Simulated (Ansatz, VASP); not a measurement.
# ZrGe2As4: VASP beside Ansatz

One calculation is typed for both programs; each brings its own data sets. How far apart do they land? The structure shown is the start of the Ansatz relaxation below; VASP solves that cell, so the two are compared at the walk's first step.

Method: plane waves, with VASP 6.6.1 beside it; single point at PBEsol, in Ansatz 0.2.0.

**1. The starting structure**

The cell holds 7 atoms: 1 Zr, 4 As and 2 Ge. Its edges and angles: a = 3.927 Å, b = 3.927 Å, c = 46.900 Å, α = 90.0°, β = 90.0°, γ = 120.0°. Vacuum lies along c.

**2. Ansatz: relaxation, PBEsol**

Ansatz runs on its PAW soft_1 files.

The two programs are compared at the cell with which this relaxation starts, whose forces are those of its first step.

File input.yaml:

```yaml
crystal:
  lattice:
    - [3.92694475, 0.0, 0.0]
    - [-1.963472375, 3.4008339128, 0.0]
    - [0.0, 0.0, 46.9]
  atoms:
    - { symbol: Zr, position: [0.0, 0.0, 0.5] }
    - { symbol: As, position: [0.3333333333, 0.6666666667, 0.5391975906] }
    - { symbol: As, position: [0.6666666667, 0.3333333333, 0.4608024094] }
    - { symbol: Ge, position: [0.3333333333, 0.6666666667, 0.5898308529] }
    - { symbol: Ge, position: [0.6666666667, 0.3333333333, 0.4101691471] }
    - { symbol: As, position: [0.6666666667, 0.3333333333, 0.604891189] }
    - { symbol: As, position: [0.3333333333, 0.6666666667, 0.395108811] }
  periodic: [true, true, false]
kpoints:
  mp_grid: { grid: [6, 6, 1] }
hamiltonian:
  xc: pbesol
  pseudopotentials: { kind: paw, azcp: { folder: soft_1 }, xc_functional: pbe }
scf:
  occupations: { method: fermi_dirac, width: 0.02 }
relax:
  f_tol: 0.01
  max_steps: 100
  cell: {}
output:
  write_density: true
  write_potential: true
  elf: true
  volumetric_format: npy
```

Launch:

```
$ ansatz run input.yaml --threads 4 --pin off --max-ram 17510MiB --backend cpu --events-out ev --progress --plain --runs-dir out
```

Numbers of over 12 decimals in the logs are rounded to 6 here.

The program printed:

```text
Engine: ansatz 0.2.0, x86_64-unknown-linux-gnu
Pseudopotentials: kind: paw
Pseudopotential: Zr, paw, valence charge 12, recommended cutoff 420 eV (normal), soft_1/Zr.paw.azcp
Pseudopotential: As, paw, valence charge 15, recommended cutoff 420 eV (normal), soft_1/As.paw.azcp
Pseudopotential: Ge, paw, valence charge 14, recommended cutoff 420 eV (normal), soft_1/Ge.paw.azcp
Functional definition: PBEsol
  exchange = pbesol_x
  correlation = pbesol_c
Crystal: 7 atoms, lattice volume = 626.344 Å³
Basis set: ecut = 420 eV, 12409 PW (Γ), exchange–correlation on 54×54×640 points (8 copies of the dense FFT grid, shifted against one another)
Bands: 60, of which v1, the nominal top of the filled ones, is band 50 counted from 1 (49 counted from 0)
Symmetry: 12 space group operations
Space group: P-3m1 (ITA 164), of the structure as read, at distance tolerance 8.6e-5 Å
k-points: 7 of 36
Non-local potential: Zr, projectors of the file, l = 0: 3, l = 1: 2, l = 2: 2, l = 3: 1
Non-local potential: As, projectors of the file, l = 0: 2, l = 1: 2, l = 2: 3, l = 3: 1
Non-local potential: Ge, projectors of the file, l = 0: 2, l = 1: 2, l = 2: 3, l = 3: 1
PAW form: soft (Blöchl's): semilocal exchange-correlation on the pseudo side does not see the compensation charge
PAW frozen core: Zr, regenerated for the run's functional, and the local potential with it (the file was generated under x = pbe(κ = 0.804, μ = 0.219515), c = pbe(β = 0.066725))
PAW frozen core: As, regenerated for the run's functional, and the local potential with it (the file was generated under x = pbe(κ = 0.804, μ = 0.219515), c = pbe(β = 0.066725))
PAW frozen core: Ge, regenerated for the run's functional, and the local potential with it (the file was generated under x = pbe(κ = 0.804, μ = 0.219515), c = pbe(β = 0.066725))
PAW one-centre angular grid: Zr, 590 points (default); XC on 64 Gauss nodes
PAW one-centre angular grid: As, 590 points (default); XC on 64 Gauss nodes
PAW one-centre angular grid: Ge, 590 points (default); XC on 64 Gauss nodes
Initial density: superposition of atomic densities (neutral atoms: chi_scale 0, normalization atom)
Initial wavefunctions: pseudopotential atomic-orbital guess
Functional: x = pbesol(κ = 0.804, μ = 0.123457), c = pbesol(β = 0.046)
SCF iter   1: F=—  HF=-31888.343295 eV  |F-HF|=—  |Δ(HF+E_count)|=         —  Δρ=1.79e-2  dr2=5.08e0  ethr=3.10e-3  ⟨swp⟩=10.0  Hψ=1873  notcnv=0  defer=1
preconditioner: auto → LDOS  [insulator: Δε(μ)=0.168 eV  Ē_g=8.029 eV  σ=0.020 eV  W_gap=0.58  n_scr=94 (ndim 8)  ℏωp=8.4 eV  f_vac=0.707  D(μ)=5.20/eV (n_scr^D=18)  ε∞_Penn≈2.1  β→1.0]
SCF iter   2: F=—  HF=-31887.654672 eV  |F-HF|=—  |Δ(HF+E_count)|=   6.89e-1  Δρ=7.72e-3  dr2=1.56e0  ethr=3.10e-3  ⟨swp⟩=4.0  Hψ=871  notcnv=0  defer=14
SCF iter   3: F=—  HF=-31887.481506 eV  |F-HF|=—  |Δ(HF+E_count)|=   1.73e-1  Δρ=2.96e-3  dr2=3.55e-1  ethr=1.56e-3  ⟨swp⟩=3.7  Hψ=808  notcnv=0  defer=11
SCF iter   4: F=—  HF=-31887.450212 eV  |F-HF|=—  |Δ(HF+E_count)|=   3.13e-2  Δρ=9.91e-4  dr2=3.39e-2  ethr=3.55e-4  ⟨swp⟩=2.6  Hψ=542  notcnv=0  defer=15
SCF iter   5: F=—  HF=-31887.447092 eV  |F-HF|=—  |Δ(HF+E_count)|=   3.12e-3  Δρ=2.36e-4  dr2=6.37e-4  ethr=3.39e-5  ⟨swp⟩=3.1  Hψ=686  notcnv=0  defer=15
SCF iter   6: F=—  HF=-31887.447185 eV  |F-HF|=—  |Δ(HF+E_count)|=   9.27e-5  Δρ=8.38e-5  dr2=5.49e-5  ethr=6.37e-7  ⟨swp⟩=3.0  Hψ=848  notcnv=0  defer=15
SCF iter   7: F=—  HF=-31887.447235 eV  |F-HF|=—  |Δ(HF+E_count)|=   5.05e-5  Δρ=2.40e-5  dr2=1.52e-5  ethr=5.49e-8  ⟨swp⟩=3.0  Hψ=860  notcnv=0  defer=15
SCF iter   8: F=—  HF=-31887.447235 eV  |F-HF|=—  |Δ(HF+E_count)|=   7.26e-7  Δρ=8.12e-6  dr2=5.47e-7  ethr=1.52e-8  ⟨swp⟩=3.6  Hψ=816  notcnv=0  defer=15
SCF iter   9: F=—  HF=-31887.447235 eV  |F-HF|=—  |Δ(HF+E_count)|=   3.13e-7  Δρ=3.29e-6  dr2=1.11e-7  ethr=1.00e-10  ⟨swp⟩=13.9  Hψ=3793  notcnv=0
SCF iter  10: F=-31887.447235 eV  HF=-31887.447235 eV  |F-HF|=2.30e-8  |Δ(HF+E_count)|=   1.05e-7  Δρ=1.05e-6  dr2=8.65e-9  ethr=1.00e-10  ⟨swp⟩=12.1  Hψ=3024  notcnv=0
SCF 1 converged in 10 iterations: F = -31887.447235 eV  dr2 = 8.65e-9
  greatest PAW one-centre occupation: 0.999 electrons in one spin orbital (limit 2), on the As atom at site 2 (counted from 0), in its partial waves of l = 2
relax step   1: F+E_penalty+E_count = -31887.44723507 eV  Δ(F+E_penalty+E_count) = +0.000e0 eV  max|allowed force component| = 2.722e0 eV/Å  Δτ_max = 0.0000 Å  P = -4.392 N/m  Ω = 626.344 Å³  fix = [c, alpha, beta]  reactions: c -0.000 N/m  (10 SCF iters, dr2 threshold 1.00e-7 eV, accepted)
Crystal: 7 atoms, lattice volume = 615.909 Å³
Basis set: ecut = 420 eV, 12205 PW (Γ), exchange–correlation on 54×54×640 points (8 copies of the dense FFT grid, shifted against one another)
Initial density: handed on by an earlier stage of this run
Initial wavefunctions: those handed on with the density
[...]
SCF iter   3: F=—  HF=-31889.233494 eV  |F-HF|=—  |Δ(HF+E_count)|=   7.60e-7  Δρ=3.01e-6  dr2=5.14e-8  ethr=3.51e-10  ⟨swp⟩=2.4  Hψ=782  notcnv=0
SCF iter   4: F=—  HF=-31889.233494 eV  |F-HF|=—  |Δ(HF+E_count)|=   5.64e-8  Δρ=5.78e-7  dr2=3.19e-9  ethr=5.14e-11  ⟨swp⟩=3.0  Hψ=906  notcnv=0
SCF iter   5: F=—  HF=-31889.233494 eV  |F-HF|=—  |Δ(HF+E_count)|=  1.31e-10  Δρ=2.49e-7  dr2=1.42e-9  ethr=3.19e-12  ⟨swp⟩=3.0  Hψ=888  notcnv=0
SCF iter   6: F=—  HF=-31889.233494 eV  |F-HF|=—  |Δ(HF+E_count)|=   2.35e-9  Δρ=1.02e-7  dr2=1.98e-10  ethr=1.42e-12  ⟨swp⟩=3.1  Hψ=890  notcnv=0
SCF iter   7: F=-31889.233494 eV  HF=-31889.233494 eV  |F-HF|=1.09e-10  |Δ(HF+E_count)|=   1.69e-9  Δρ=2.47e-8  dr2=1.15e-11  ethr=1.00e-12  ⟨swp⟩=9.9  Hψ=2710  notcnv=0
SCF 7 converged in 7 iterations: F = -31889.233494 eV  dr2 = 1.15e-11
relax step   7: F+E_penalty+E_count = -31889.23349396 eV  Δ(F+E_penalty+E_count) = +1.569e-3 eV  max|allowed force component| = 9.049e-3 eV/Å  Δτ_max = 0.0000 Å  P = +0.034 N/m  Ω = 581.071 Å³  fix = [c, alpha, beta]  reactions: c +0.000 N/m  stress off target by 3.37e-2 N/m on what of the cell is left free  SCF on the basis re-selected at this cell (its energy is not comparable with the rows above)  (7 SCF iters)
basis re-selected at this cell: Δ(F+E_penalty+E_count) = +1.569e-3 eV, ΔP = -0.009 N/m vs the last step (what re-selecting the basis moved, of the pressure what is left beyond the Pulay correction that the steps carried, after the strain that the cell walked since its last selection, with what the two solves' SCF thresholds leave and, on support functions, any second-order correction that the steps lacked; it is no m [...]
WARN: The output density's exchange-correlation potential varies sharply where the density is thin. Do not read a vacuum level from v_tot or v_xc, or from such a field of the output density. On a cell that repeats whose density bears no net charge and no dipole along the vacuum's axis use v_es (v_loc + v_h of the components); under efield.dipole_correction with no amplitude use v_es + v_field, which holds any externa [...]
SCF converged after 7 iterations
Free energy (F): -31889.233494 eV
Harris-Foulkes:  -31889.233494 eV  (|F-HF|=1.09e-10)
Internal energy: -31889.229976 eV  (E = F + TS)
E sigma→0 (E₀):  -31889.231735 eV
Entropy (-TS):   -0.003518 eV (-0.503 meV/atom)
Fermi energy:    -4.723995 eV
--- Per-component energies (eV) ---
  E_band       = -2815.579994
  E_kinetic    = 891.628596
  E_local      = -565924.299711  (includes V_loc(G=0)·N_el)
  E_nonlocal   = -1052.087168
  E_hartree    = 282504.605041
  E_xc         = -575.051518
  E_vxc        = -606.583419  (∫ρ·V_xc dr)
  E_paw        = -14740.199133  (= ΣΔE_a)
  E_vpaw       = -1133.447174  (= ΣTr[D̂ρ^β])
  E_aug_tail   = -0.000033  (compensation charges beyond the density's cutoff)
  E_ewald      = 267000.306633
  E_core_change = 5.867317  (= ΣΔE_core)
  E_smearing   = -0.003518  (= −TS)
  E_closure    = -0.000000  (closes the sum)
  Σ components = -31889.233494   (vs F -31889.233494, Δ=0.00e0)
--- Forces (eV/Å), atoms counted from 1 ---
  atom   1  Zr     0.00000000     0.00000000     0.00000000
  atom   2  As    -0.00000000    -0.00000000     0.00688889
  atom   3  As    -0.00000000     0.00000000    -0.00688889
  atom   4  Ge     0.00000000     0.00000000    -0.00063643
  atom   5  Ge    -0.00000000    -0.00000000     0.00063643
  atom   6  As    -0.00000000    -0.00000000     0.00904870
  atom   7  As     0.00000000     0.00000000    -0.00904870
  max |Σ_I F_I| component: 6.94e-18 eV/Å
--- 2D stress c σ (N/m, compression-positive) ---
        0.033730      -0.000000      -0.000000
       -0.000000       0.033730       0.000000
       -0.000000       0.000000       0.000000
  P = ½ c Tr σ = 0.0337 N/m
--- Band table (eV; the first three rows and the last of 7) ---
  k-point 0: bands = [... 46 lower, -5.6155, -5.6155, -4.3742, -3.8518, -3.6887, -3.6887, -3.5153, -3.5153, ... 6 higher]
  k-point 1: bands = [... 46 lower, -6.0742, -5.9381, -5.6062, -4.6337, -4.1796, -3.1041, -2.8583, -2.7033, ... 6 higher]
  k-point 2: bands = [... 46 lower, -6.9019, -6.2890, -6.1116, -5.0021, -4.7547, -3.4834, -3.4185, -2.8669, ... 6 higher]
  k-point 6: bands = [... 46 lower, -7.7093, -6.4392, -6.4392, -6.2889, -3.5947, -3.5947, -2.8113, -1.9925, ... 6 higher]
  the weakly bound empty levels are not read free of the cell's end (no_gap_told)
--- Relaxed structure (6 steps of the walk, 6 accepted, 1 SCFs on fresh bases) ---
  F+E_penalty+E_count = -31889.23349396 eV   max|allowed force component| = 9.049e-3 eV/Å   (the final SCF, on the basis selected at the relaxed cell)
  cell:  # Å, volume = 581.0710 Å³
    - [3.782360, 0.0, 0]
    - [-1.891180, 3.275620, 0]
    - [0, 0, 46.9]
  atoms:
    - { symbol: Zr, position: [0, 0, 0.5] }
    - { symbol: As, position: [0.333333, 0.666667, 0.533485] }
    - { symbol: As, position: [0.666667, 0.333333, 0.466515] }
    - { symbol: Ge, position: [0.333333, 0.666667, 0.584453] }
    - { symbol: Ge, position: [0.666667, 0.333333, 0.415547] }
    - { symbol: As, position: [0.666667, 0.333333, 0.608067] }
    - { symbol: As, position: [0.333333, 0.666667, 0.391933] }
```

**3. VASP: single point, PBEsol, start cell**

The same cell, functional, mesh and smearing now go to VASP, with its own data sets.

Lines of VASP's logs that name or quote its potential files are left out, and so is its time.

File INCAR:

```
SYSTEM = ZrGe2As4
PREC = Accurate
ENCUT = 410
EDIFF = 1E-06
NELM = 120
ISMEAR = -1
SIGMA = 0.02
LREAL = .FALSE.
ALGO = Normal
GGA = PS
NBANDS = 37
LASPH = .TRUE.
LORBIT = 11
LWAVE = .FALSE.
LCHARG = .FALSE.
ISIF = 2
LDIPOL = .TRUE.
IDIPOL = 3
DIPOL = 0.5 0.5 0.5
LVHAR = .TRUE.
GGA_COMPAT = .FALSE.
NELMDL = -8
KPAR = 2
```

File POSCAR:

```
ZrGe2As4
1.0
    3.9269450000      0.0000000000      0.0000000000
   -1.9634720000      3.4008340000      0.0000000000
    0.0000000000      0.0000000000     46.9000000000
Zr As Ge
1 4 2
Direct
    0.0000000000      0.0000000000      0.5000000000
    0.3333332975      0.6666667647      0.5391975906
    0.6666664479      0.3333332353      0.4608024094
    0.6666664479      0.3333332353      0.6048911940
    0.3333332975      0.6666667647      0.3951088060
    0.3333332975      0.6666667647      0.5898308529
    0.6666664479      0.3333332353      0.4101691471
```

File KPOINTS:

```
Automatic mesh
0
Gamma
6 6 1
0 0 0
```

The projector-augmented-wave data sets are Zr_sv, As and Ge_d (PBE family, release 64).

Launch:

```
$ mpirun -np 2 vasp_std
```

The program printed:

```text
[banner, memory and clock lines left out]
running    2 mpi-ranks, on    1 nodes
 distrk:  each k-point on    1 cores,    2 groups
 distr:  one band on    1 cores,    1 groups

 POSCAR found type information on POSCAR ZrAsGe
 POSCAR found :  3 types and       7 ions
|                                                                             |
|               ----> ADVICE to this user running VASP <----                  |
|                                                                             |
|     You enforced a specific xc type in the INCAR file but a different       |
|     [... a line on the potential file left out ...]
|     I HOPE YOU KNOW WHAT YOU ARE DOING!                                     |
|                                                                             |

 LDA part: xc-table for (Slater+PW92), standard interpolation
 POSCAR, INCAR and KPOINTS ok, starting setup
 FFT: planning ... GRIDC
 FFT: planning ... GRID_SOFT
 FFT: planning ... GRID
 WAVECAR not read
 entering main loop
       N       E                     dE             d eps       ncg     rms          rms(c)
DAV:   1     0.475013282272E+03    0.47501E+03   -0.23888E+04   630   0.132E+03
DAV:   2     0.218571070548E+02   -0.45316E+03   -0.44326E+03   629   0.310E+02
DAV:   3    -0.372166030558E+02   -0.59074E+02   -0.58602E+02   767   0.134E+02
DAV:   4    -0.408654608457E+02   -0.36489E+01   -0.36227E+01   794   0.344E+01
DAV:   5    -0.412076871368E+02   -0.34223E+00   -0.34189E+00   855   0.639E+00
DAV:   6    -0.412150291229E+02   -0.73420E-02   -0.73411E-02   791   0.945E-01
DAV:   7    -0.412153047806E+02   -0.27566E-03   -0.27563E-03   839   0.191E-01
DAV:   8    -0.412153148425E+02   -0.10062E-04   -0.10062E-04   767   0.365E-02    0.106E+01
DAV:   9    -0.392572007229E+02    0.19581E+01   -0.94834E+00   588   0.110E+01    0.426E+00
DAV:  10    -0.391527953209E+02    0.10441E+00   -0.19856E+00   762   0.524E+00    0.254E+00
DAV:  11    -0.391040985750E+02    0.48697E-01   -0.12075E+00   658   0.381E+00    0.116E+00
DAV:  12    -0.390326440368E+02    0.71455E-01   -0.36255E-01   698   0.197E+00    0.376E-01
DAV:  13    -0.390353854085E+02   -0.27414E-02   -0.29006E-02   653   0.700E-01    0.190E-01
DAV:  14    -0.390353681436E+02    0.17265E-04   -0.22202E-03   762   0.218E-01    0.832E-02
[...]
DAV:  19    -0.390356397524E+02   -0.47146E-04   -0.33254E-06   468   0.644E-03    0.214E-03
DAV:  20    -0.390356906260E+02   -0.50874E-04   -0.51992E-06   456   0.437E-03    0.140E-03
DAV:  21    -0.390357062878E+02   -0.15662E-04   -0.70486E-07   405   0.309E-03    0.632E-04
DAV:  22    -0.390357166337E+02   -0.10346E-04   -0.30001E-07   356   0.197E-03    0.489E-04
DAV:  23    -0.390357226966E+02   -0.60629E-05   -0.25203E-07   374   0.127E-03    0.289E-04
DAV:  24    -0.390357254559E+02   -0.27592E-05   -0.46308E-08   324   0.831E-04    0.138E-04
DAV:  25    -0.390357269458E+02   -0.14899E-05   -0.30628E-08   332   0.732E-04    0.813E-05
DAV:  26    -0.390357275373E+02   -0.59153E-06   -0.11359E-08   314   0.446E-04
   1 F= -.39035728E+02 E0= -.39032285E+02  d E =-.688496E-02
```

(Continued in part 2 of 2.)

[Lines on the potential files, build, host, timing and source positions are cut from VASP's logs without a mark.]

[Logs are printed without paths, hosts, clocks, repeated set-up lines and the standing remarks that a program may print on its own settings, such as how far it seeks lower states.]

[Hosts, paths, dates, database ids (printed as entryN), source tags and the programs' standing remarks are cut or masked in the printed files.]
